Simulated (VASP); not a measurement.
Level of theory: LDA (Ceperley-Alder, Perdew-Zunger), VASP's LDA PAW potentials (set 64) (plane waves; VASP).

A VASP calculation is set up with these files.

KPOINTS:
```
Automatic mesh
0
Gamma
4 4 4
0 0 0
```

File POSCAR:
```
CsSnI3
1
    5.9889992085    -0.0000000000    -0.0000000000
   -0.0000000000     5.9889992085    -0.0000000000
    0.0000000000    -0.0000000000     5.9889992085
Cs Sn I
1 1 3
Direct
  0.0000000000   0.0000000000   0.0000000000
  0.5000000000   0.5000000000   0.5000000000
  0.5000000000   0.0000000000   0.5000000000
  0.0000000000   0.5000000000   0.5000000000
  0.5000000000   0.5000000000   0.0000000000
```

INCAR:
```
LASPH = .TRUE.
ENCUT = 400   # plane-wave cut-off (eV)
PREC = Accurate
NELM = 100   # most electronic steps
SYSTEM = CsSnI3
LWAVE = .FALSE.
ISIF = 3
EDIFFG = -0.02   # ionic stop
LREAL = .FALSE.   # projection in real space or not
IBRION = 2
LMAXMIX = 4   # l cut-off of mixed one-centre charges
NSW = 60   # most ionic steps
LCHARG = .FALSE.
SIGMA = 0.05   # width (eV)
EDIFF = 1E-6   # SCF stop (eV)
ISMEAR = 0
ALGO = Normal   # blocked Davidson
```

POTCAR, in this order: Cs_sv Sn_d I (LDA.64 set). Program: vasp_std.

Energy and stress use the plane-wave basis of the starting cell. Unless said otherwise, spin-orbit coupling is left out, though it shifts the bands of the heavy elements here.

Question: What does the run give for the energy per atom (σ→0), volume per atom, band gap (on the k-mesh)?

Answer: 
The energy per atom (σ→0) is -3.201 eV/atom and the band gap (on the k-mesh) comes out as none (metal, semimetal or under 0.01 eV). The volume per atom is 44.13 Å³/atom.

**OSZICAR**
```
...
DAV:   2    -0.160514614166E+02    0.17165E+00   -0.30865E-01   650   0.513E+00    0.108E+00
DAV:   3    -0.160086355286E+02    0.42826E-01   -0.12427E-01   694   0.291E+00    0.389E-01
DAV:   4    -0.160069809306E+02    0.16546E-02   -0.33471E-03   584   0.391E-01    0.342E-01
DAV:   5    -0.160061751261E+02    0.80580E-03   -0.12457E-03   772   0.277E-01    0.853E-02
DAV:   6    -0.160061408536E+02    0.34272E-04   -0.22763E-04   634   0.144E-01    0.154E-02
DAV:   7    -0.160061397150E+02    0.11386E-05   -0.85614E-06   612   0.164E-02    0.956E-03
DAV:   8    -0.160061398181E+02   -0.10310E-06   -0.10742E-06   336   0.649E-03
   2 F= -.16006140E+02 E0= -.16005537E+02  d E =-.138841E-01
```

The compound is CsSnI3 in the cubic perovskite structure, the ideal cubic form; the compound distorts at low or room temperature. This run relaxes it. Symmetry was kept, so distortions that lower it aren't found. The start is the result of an earlier pass.
